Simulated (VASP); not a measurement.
Input:

```xyz
1
Lattice="-1.5800 1.5800 1.5800 1.5800 -1.5800 1.5800 1.5800 1.5800 -1.5800" Properties=species:S:1:pos:R:3 pbc="T T T"
W      0.0000     0.0000     0.0000
```

Level of theory: r2SCAN meta-GGA, VASP's PBE PAW potentials (set 64) (plane waves; VASP 6.6.1). Numerical set-up: 520 eV cut-off, 15×15×15 Γ-centred mesh, first-order Methfessel-Paxton smearing of 0.10 eV, potentials W_sv.

**Question.** The ions, cell shape and volume are relaxed. Which structure does the run end with?

**Answer.** 
```xyz
1
Lattice="-1.5864 1.5864 1.5864 1.5864 -1.5864 1.5864 1.5864 1.5864 -1.5864" Properties=species:S:1:pos:R:3 pbc="T T T"
W      0.0000     0.0000     0.0000
```
Space group Im-3m (229), at a tolerance of 0.03 Å.

**Question.** How do energy and volume change from the first to the last step?

**Answer.** The energy (σ→0) changes by -2.3 meV/atom and the volume by +1.2 %, in 3 ionic steps.

| step | E(σ→0) (eV) | max force (eV/Å) | pressure (GPa) | volume (Å³) |
|---|---|---|---|---|
| 1 | -51.3500 | 0.000 | 3.95 | 15.78 |
| 2 | -51.3220 | 0.000 | -12.96 | 16.68 |
| 3 | -51.3523 | 0.000 | -0.06 | 15.97 |

The compound is W in the bcc structure. This run relaxes it. Symmetry was kept, so distortions that lower it aren't found.
